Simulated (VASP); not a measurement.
# LiOs (R-3m) in VASP: single point with r2SCAN

Aim: the single point of LiOs with r2SCAN.

All numbers are computed with VASP 6.6.1; they aren't measurements. Logs are shortened: lines on timing, memory, paths and dates and some standing lists are left out, and cuts for length are marked.

### 1 The crystal as given

Symmetry: R-3m, No. 166, trigonal system. Conventional cell: a = 4.159 Å, b = 4.159 Å, c = 5.161 Å, α = 90.00°, β = 90.00°, γ = 120.00°. Os (site symmetry -3m) is surrounded by 8 Li at 2.55 to 2.58 Å. Around Li (site symmetry -3m) lie 8 Os at 2.55 to 2.58 Å.

The cell was built by a generator and needn't be a form met in nature.

### 2 Single point, r2SCAN

The input, POSCAR:

```
LiOs
1.0
    2.0795458400      1.2006237100      1.7202399700
   -2.0795458400      1.2006237100      1.7202399700
    0.0000000000     -2.4012563700      1.7202399700
Os Li
1 1
Direct
    0.0000000000      0.0000000000      0.0000000000
    0.5000000000      0.5000000000      0.5000000000
```

The input, INCAR.step1:

```
ALGO = Normal
EDIFF = 1E-4
ENCUT = 520
GGA = PE
ISMEAR = -5
LASPH = True
LCHARG = False
LMAXMIX = 4
LREAL = False
LWAVE = True
NELM = 100
PREC = Accurate
SIGMA = 0.0175
```

The input, INCAR.step2:

```
ALGO = Normal
EDIFF = 1E-7
ENCUT = 520
ISIF = 2
ISMEAR = -1
ISTART = 1
LASPH = True
LCHARG = False
LMAXMIX = 4
LMIXTAU = True
LORBIT = 11
LREAL = False
LWAVE = False
METAGGA = R2SCAN
NELM = 100
PREC = Accurate
SIGMA = 0.0175
```

The input, KPOINTS:

```
k-points
0
Gamma
  11 11 11
```

Potentials or basis: VASP PAW PBE potentials, release 64 (Os, Li_sv).

On the command line:

```
$ cat potpaw_PBE.64/Os/POTCAR potpaw_PBE.64/Li_sv/POTCAR > POTCAR
$ cp INCAR.step1 INCAR
$ mpirun -np 1 vasp_std > vasp.out
$ cp INCAR.step2 INCAR
$ mpirun -np 1 vasp_std > vasp.out
```

OUTCAR:

```text
EDIFF = 1E-7
   ENCUT = 520
   ISIF = 2
   ISMEAR = -1
   ISTART = 1
   LASPH = True
   LORBIT = 11
   LREAL = False
   METAGGA = R2SCAN
   NELM = 100
   PREC = Accurate

 ion  position               nearest neighbor table
   1  0.000  0.000  0.000-   2 2.55   2 2.55   2 2.55   2 2.55   2 2.55   2 2.55   2 2.58   2 2.58

   2  0.500  0.500  0.500-   1 2.55   1 2.55   1 2.55   1 2.55   1 2.55   1 2.55   1 2.58   1 2.58

  LATTYP: Found a trigonal (rhomboedric) cell.
 ALAT       =     2.9538506645
 COS(alpha) =     0.0087346596

  Lattice vectors:

 A1 = (   2.0795458400,   1.2006237100,   1.7202399700)
 A2 = (  -2.0795458400,   1.2006237100,   1.7202399700)
 A3 = (   0.0000000000,  -2.4012563700,   1.7202399700)

Analysis of symmetry for initial positions (statically):
=====================================================================
 Subroutine PRICEL returns:
 Original cell was already a primitive cell.

 Routine SETGRP: Setting up the symmetry group for a
 trigonal (rhombohedral) supercell.

 Subroutine GETGRP returns: Found 12 space group operations
 (whereof 12 operations were pure point group operations)
 out of a pool of 12 trial point group operations.

The static configuration has the point symmetry D_3d.

Analysis of symmetry for dynamics (positions and initial velocities):
=====================================================================
 Subroutine PRICEL returns:
 Original cell was already a primitive cell.

 Routine SETGRP: Setting up the symmetry group for a
 trigonal (rhombohedral) supercell.

 Subroutine GETGRP returns: Found 12 space group operations
 (whereof 12 operations were pure point group operations)
 out of a pool of 12 trial point group operations.

The dynamic configuration has the point symmetry D_3d.

 Subroutine INISYM returns: Found 12 space group operations
 (whereof 12 operations are pure point group operations),
 and found     1 'primitive' translations

----------------------------------------------------------------------------------------

                                     Primitive cell

  volume of cell :      25.7701

  direct lattice vectors                    reciprocal lattice vectors
     2.079545840  1.200623710  1.720239970     0.240437114  0.138816393  0.193771656
    -2.079545840  1.200623710  1.720239970    -0.240437114  0.138816393  0.193771656
     0.000000000 -2.401256370  1.720239970     0.000000000 -0.277632786  0.193770934

  length of vectors
     2.953850664  2.953850664  2.953854720     0.338566760  0.338566760  0.338566298

  position of ions in fractional coordinates (direct lattice)
     0.000000000  0.000000000  0.000000000
     0.500000000  0.500000000  0.500000000

  ion indices of the primitive-cell ions
   primitive index   ion index
                 1           1
                 2           2

----------------------------------------------------------------------------------------

 KPOINTS: k-points

Automatic generation of k-mesh.
 Grid dimensions read from file:
 generate k-points for:   11   11   11

 Generating k-lattice:

  Cartesian coordinates                     Fractional coordinates (reciprocal lattice)
     0.021857919  0.012619672  0.017615605     0.090909091  0.000000000  0.000000000
    -0.021857919  0.012619672  0.017615605     0.000000000  0.090909091  0.000000000
     0.000000000 -0.025239344  0.017615539     0.000000000  0.000000000  0.090909091

  Length of vectors
     0.030778796  0.030778796  0.030778754

  Shift w.r.t. Gamma in fractional coordinates (k-lattice)
     0.000000000  0.000000000  0.000000000

 Subroutine IBZKPT returns following result:
 ===========================================

 Found    146 irreducible k-points:

 Following reciprocal coordinates:
            Coordinates               Weight
  0.000000  0.000000  0.000000      1.000000
  0.090909 -0.000000  0.000000      6.000000
  0.181818 -0.000000  0.000000      6.000000
  0.272727  0.000000  0.000000      6.000000
  0.363636 -0.000000  0.000000      6.000000
  0.454545 -0.000000  0.000000      6.000000
[... 16 lines left out ...]
 -0.272727  0.181818 -0.000000     12.000000
 -0.181818  0.181818  0.000000      6.000000
 [... further k-points ...]
   k-points           NKPTS =    146   k-points in BZ     NKDIM =    146   number of bands    NBANDS=      9
   number of dos      NEDOS =    301   number of ions     NIONS =      2
   total plane-waves  NPLWV =  13824
   dimension x,y,z NGX =    24 NGY =   24 NGZ =   24
   dimension x,y,z NGXF=    48 NGYF=   48 NGZF=   48
   ions per type =               1   1
   NGX,Y,Z   is equivalent  to a cutoff of  13.51, 13.51, 13.51 a.u.
   NGXF,Y,Z  is equivalent  to a cutoff of  27.01, 27.01, 27.01 a.u.
 SYSTEM =  unknown system
   PREC   = accura    normal or accurate (medium, high low for compatibility)
   ISTART =      1    job   : 0-new  1-cont  2-samecut
   ICHARG =      0    charge: 1-file 2-atom 10-const
   ISPIN  =      1    spin polarized calculation?
   LNONCOLLINEAR =      F non collinear calculations
   LSORBIT =      F    spin-orbit coupling
   LASPH  =      T    aspherical Exc in radial PAW
   ENCUT  =  520.0 eV  38.22 Ry    6.18 a.u.   5.49  5.49  5.49*2*pi/ulx,y,z
   NELM   =    100;   NELMIN=  2; NELMDL=  0     # of ELM steps
   EDIFF  = 0.1E-06   stopping-criterion for ELM
   LREAL  =      F    real-space projection
   EDIFFG = 0.1E-05   stopping-criterion for IOM
   NSW    =      0    number of steps for IOM
   IBRION =     -1    ionic relax: 0-MD 1-quasi-New 2-CG
   NFREE  =      0    steps in history (QN), initial steepest desc. (CG)
   ISIF   =      2    stress and relaxation
   ISYM   =      2    0-nonsym 1-usesym 2-fastsym
   POTIM  = 0.5000    time-step for ionic-motion
   TEBEG  =    0.0;   TEEND  =   0.0 temperature during run
   PSTRESS=    0.0 pullay stress
   NELECT =      11.0000    total number of electrons
   NUPDOWN=      -1.0000    fix difference up-down
   EMIN   =  10.00;   EMAX   =-10.00  energy-range for DOS
   EFERMI =   0.00;   METHOD = LEGACY
   ISMEAR =    -1;   SIGMA  =   0.02  broadening in eV -4-tet -1-fermi 0-gaus
   EFERMI_NEDOS =   21; number of points for ismear=-14 and -15
   IALGO  =     38    algorithm
   IMIX   =      4    mixing-type and parameters
     AMIX     =   0.40;   BMIX     =  1.00
     AMIX_MAG =   1.60;   BMIX_MAG =  1.00
  volume/ion in A,a.u.               =      12.89        86.95
  Fermi-wavevector in a.u.,A,eV,Ry     =   1.232632  2.329337 20.672445  1.519382
  Thomas-Fermi vector in A             =   2.367394
   LORBIT       =     11    0 simple, 1 ext, 2 COOP (PROOUT), +10 PAW based schemes
   METAGGA = R2SCAN    functional components
   LHFCALC =     F    Hartree Fock is set to
   AEXX    =    0.0000 exact exchange contribution
   IVDW    =     0    specifies the selected vdW correction
   LEPSILON=     F    determine dielectric tensor
   LRPA    =     F    only Hartree local field effects (RPA)
 non-spin polarized calculation
  energy-cutoff  :      520.00
  volume of cell :       25.77
 maximum number of plane-waves:       727
 NGX is ok and might be reduce to    24

 number of electron      11.0000001 magnetization

 Free energy of the ion-electron system (eV)
  ---------------------------------------------------
  ext. energy  EPLUGINS =         0.00000000
  ---------------------------------------------------
  free energy    TOTEN  =       -53.67010352 eV

  energy without entropy =      -53.66791538  energy(sigma->0) =      -53.66900945

 E-fermi :   4.9310     XC(G=0): -12.6500

 val. band max:        4.9254755729   @ k =   0.4545   0.2727   0.0909
 cond. band min:       4.9387299800   @ k =  -0.1818   0.4545   0.1818
 fundamental gap:      0.0132544071
 Fermi energy:         4.9309761902

 k-point     1 :       0.0000    0.0000    0.0000
  band No.  band energies     occupation
      1     -40.8570      2.00000
      2      -2.4379      2.00000
      3       1.2543      2.00000
      4       1.2543      2.00000
      5       5.9473      0.00000
      6       5.9473      0.00000
      7       5.9852      0.00000
      8      14.2542      0.00000
      9      14.2543      0.00000

 k-point     2 :       0.0909   -0.0000    0.0000
  band No.  band energies     occupation
      1     -40.8557      2.00000
      2      -2.2842      2.00000
      3       1.2989      2.00000
      4       1.3783      2.00000
      5       5.7328      0.00000
      6       5.7598      0.00000
      7       5.9770      0.00000
      8      13.7178      0.00000
      9      14.6318      0.00000

 k-point     3 :       0.1818   -0.0000    0.0000
  band No.  band energies     occupation
      1     -40.8521      2.00000
      2      -1.8837      2.00000
      3       1.4213      2.00000
      4       1.7745      2.00000
      5       5.2206      0.00000
      6       5.2554      0.00000
      7       6.0183      0.00000
      8      12.4757      0.00000
      9      15.6175      0.00000
[... 229 lines left out ...]
 k-point    23 :      -0.2727    0.1818   -0.0000
  band No.  band energies     occupation
      1     -40.8440      2.00000
      2      -0.7068      2.00000
      3       1.9942      2.00000
      4       2.6013      2.00000
      5       4.0348      2.00000
      6       4.7603      1.99988
      7       5.4681      0.00000
      8      11.3233      0.00000
      9      15.1949      0.00000

 k-point    24 :      -0.1818    0.1818    0.0000
  band No.  band energies     occupation
      1     -40.8479      2.00000
      2      -1.2576      2.00000
      3       1.7791      2.00000
      4       2.0500      2.00000
      5       4.5173      2.00000
      6       5.1890      0.00000
      7       5.4889      0.00000
      8      12.4662      0.00000
      9      14.6497      0.00000

 [... further k-points ...]

------------------------ aborting loop because EDIFF is reached ----------------------------------------

  FORCE on cell =-STRESS in cart. coord.  units (eV):
  Direction    XX          YY          ZZ          XY          YZ          ZX
  --------------------------------------------------------------------------------------
  -------------------------------------------------------------------------------------
  Total       -1.9368130     -1.9368141     -2.4057866      0.0000000      0.0000042      0.0000000
  in kB     -120.4152523   -120.4153211   -149.5722108      0.0000000      0.0002594      0.0000000
  external PRESSURE =    -130.1342614 kB  Pullay stress =       0.0000000 kB

 VOLUME and BASIS-vectors are now :
 -----------------------------------------------------------------------------
  energy-cutoff  :      520.00
  volume of cell :       25.77
      direct lattice vectors                 reciprocal lattice vectors
     2.079545840  1.200623710  1.720239970     0.240437114  0.138816393  0.193771656
    -2.079545840  1.200623710  1.720239970    -0.240437114  0.138816393  0.193771656
     0.000000000 -2.401256370  1.720239970     0.000000000 -0.277632786  0.193770934

 POSITION                                       TOTAL-FORCE (eV/Angst)
 -----------------------------------------------------------------------------------
      0.00000      0.00000      0.00000         0.000000      0.000000      0.000000
      0.00000     -0.00000      2.58036         0.000000     -0.000000     -0.000000
 -----------------------------------------------------------------------------------
    total drift:                               -0.000000      0.000000      0.000000

  FREE ENERGIE OF THE ION-ELECTRON SYSTEM (eV)
  ---------------------------------------------------
  free  energy   TOTEN  =       -53.6701035223 eV

  energy  without entropy=      -53.6679153832  energy(sigma->0) =      -53.66900945

 total charge

# of ion       s       p       d       tot
------------------------------------------
    1        0.626   0.375   5.968   6.969
    2        2.054   0.059   0.000   2.114
--------------------------------------------------
tot          2.680   0.434   5.968   9.083
```

Wall time 2.8 min (1 thread of AMD EPYC 7R13 (Zen 3), shared host); peak memory 0.15 GiB.

Results:

| Item | Value |
| --- | --- |
| Free energy | -53.6701 eV |
| Band gap on the k mesh | none (metal or under the smearing width) |
| Valence electrons inside the program's atomic spheres | Os 6.97; Li 2.11 |

Caveat: the cutoff is under 1.25 times the usual one of these potentials, so pressure, stress and relaxed cells hold a basis-set (Pulay) error; the PAW data sets were made with another functional, which shifts forces and pressure a little. Spin-orbit coupling is left out, which matters for the levels of Os.
